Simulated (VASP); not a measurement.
An input for Quantum ESPRESSO's pw.x (written as the equivalent of a VASP run, and not itself run):

```
&CONTROL
  calculation = 'scf'
  pseudo_dir = './pseudo'
  outdir = './out'
  tprnfor = .true.
  tstress = .true.
/
&SYSTEM
  ibrav = 0
  nat = 2
  ntyp = 2
  ecutwfc = 82.3
  occupations = 'tetrahedra'
  input_dft = 'pbe'
  vdw_corr = 'grimme-d3'
  dftd3_version = 3
  dftd3_threebody = .false.
/
&ELECTRONS
  conv_thr = 7.3e-09
  electron_maxstep = 100
/
ATOMIC_SPECIES
  Sr 87.620 Sr.upf
  Te 127.600 Te.upf
CELL_PARAMETERS angstrom
    -0.0000000    3.3327105    3.3327105
     3.3327105   -0.0000000    3.3327105
     3.3327105    3.3327105    0.0000000
ATOMIC_POSITIONS crystal
  Sr   0.0000000  1.0000000  0.0000000
  Te   0.5000000  0.5000000  0.5000000
K_POINTS automatic
  8 8 8 0 0 0
```

**Question.** Translate this input to VASP (INCAR, KPOINTS, POSCAR, choice of POTCAR).

**Answer.** This is not unique; one that fits is 
KPOINTS:
```
Automatic mesh
0
Gamma
8 8 8
0 0 0
```

**POSCAR**
```
SrTe
1
   -0.0000000000     3.3327105171     3.3327105171
    3.3327105171    -0.0000000000     3.3327105171
    3.3327105171     3.3327105171     0.0000000000
Sr Te
1 1
Direct
  0.0000000000   1.0000000000   0.0000000000
  0.5000000000   0.5000000000   0.5000000000
```

**INCAR**
```
! general
SYSTEM =SrTe
PREC   =Accurate
ENCUT  =520
LREAL  =.FALSE.
LASPH  =.TRUE.

! electronic loop
EDIFF  =1E-7
NELM   =100
ALGO   =Normal
LMAXMIX=4

! smearing
ISMEAR =-5

! functional
GGA    =PE
IVDW   =11

! ions
ISIF   =2

! output
LWAVE  =.FALSE.
LCHARG =.TRUE.
LORBIT =11
NEDOS  =601
```

POTCAR, in this order: Sr_sv Te (PBE.64 set). Program: vasp_std.

Limits of the translation: the potentials are each code's own (VASP's PAW set, PseudoDojo norm-conserving files in pw.x), so ENCUT and ecutwfc are chosen apart and not converted; conv_thr bounds pw.x's estimated SCF error, while EDIFF bounds the energy change between steps.

The compound is SrTe in the rock salt structure. It was relaxed first.
